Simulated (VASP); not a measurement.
Write the native input for VASP 6.6.1 that does the following.

```
Task                   : single point
Functional             : PBE
Dispersion             : D3(BJ)
Potentials or basis    : VASP PAW PBE potentials, release 64 (O, H, Mg, Cl)
Cutoff                 : 520 eV
k mesh                 : 1 × 1 × 1
Occupations            : fermi-dirac, width 0.02 eV
Spin                   : no spin polarisation
Dipole correction      : no
Further INCAR settings : LREAL = Auto; ALGO = Normal; EDIFF = 1e-06; NBANDS = 59
```

The structure of MgH16Cl2O8 lies in POSCAR:

```
MgH16Cl2O8
1.0
    6.7386640000      0.0000000000      0.0000000000
    0.0000000000      6.7386640000      0.0000000000
    0.0000000000      0.0000000000      6.7386640000
O H Mg Cl
8 16 1 2
Direct
    0.0453057164      0.7162844148      0.2585378942
    1.0559659897      0.4842502906      0.6172143321
    0.4424615918      0.3390879854      0.7899933874
    0.3077019421      0.9213547374      0.8110954931
    0.3881629949      0.4486200826      0.1641720080
    0.6671352066     -0.0049267926     -0.0030124666
    0.9167395792      0.0771963107      0.5759301844
    0.3505739417      0.1388702568      0.4291651876
   -0.0802829760      0.7688170830      0.3037397324
    0.1326375673      0.8372134298      0.2747725662
    0.9911015002      0.5682432007      0.7205285796
    1.0770532557      0.5525724387      0.4933618889
    0.4497330628      0.3929265504      0.9300508231
    0.4914624026      0.4407401823      0.6967108020
    0.4217898385      0.9777160577      0.8826675436
    0.3694204074      0.8254158391      0.7196827146
    0.2534775439      0.5040761789      0.1553275249
    0.4485755633      0.5356699785      0.2624110655
    0.7375200782      0.1255144937     -0.0120201868
    0.7501486942     -0.0890681001      0.0767362789
    0.8353287833     -0.0276909488      0.6310894860
    0.8162300420      0.1395528847      0.4876634300
    0.3449793609      0.2445885416      0.3196330905
    0.4465870386      0.0339384780      0.3993966757
    0.1773793737      0.1990305497      0.6825240137
    0.0116937126      0.2849229462      0.0152700891
    0.5591019229      0.7415861660      0.4797983695
```

The cell was built by a generator and needn't be a form met in nature.

One way to write it, as run:

INCAR

```
ALGO     = Normal         # electronic algorithm
EDIFF    = 1E-6           # SCF threshold, eV
ENCUT    = 520            # plane-wave cutoff, eV
GGA      = PE             # functional
ISIF     = 2              # what is computed and relaxed
ISMEAR   = -1             # smearing method
IVDW     = 12             # dispersion correction
LASPH    = True           # aspherical terms in the spheres
LCHARG   = False          # write CHGCAR
LREAL    = Auto         
LWAVE    = False          # write WAVECAR
NBANDS   = 59             # bands
NELM     = 80             # most SCF steps
PREC     = Accurate       # precision mode
SIGMA    = 0.02           # smearing width, eV
```

KPOINTS

```
k-points
0
Gamma
  1 1 1
```

Potentials or basis: VASP PAW PBE potentials, release 64 (O, H, Mg, Cl).

Run with:

```console
$ cat potpaw_PBE.64/O/POTCAR potpaw_PBE.64/H/POTCAR potpaw_PBE.64/Mg/POTCAR potpaw_PBE.64/Cl/POTCAR > POTCAR
$ mpirun -np 1 vasp_gam > vasp.out
```

Results of the run:

```json
{"Pressure": "-1.3 GPa", "Largest force": "1.965 eV/Å", "Band gap on the k mesh": "3.82 eV, direct", "Dispersion energy per atom": "-0.051 eV"}
```

Run time: 25 s on 1 thread of Intel(R) Xeon(R) Platinum 8488C (Sapphire Rapids) (shared host), peak memory 0.33 GiB.
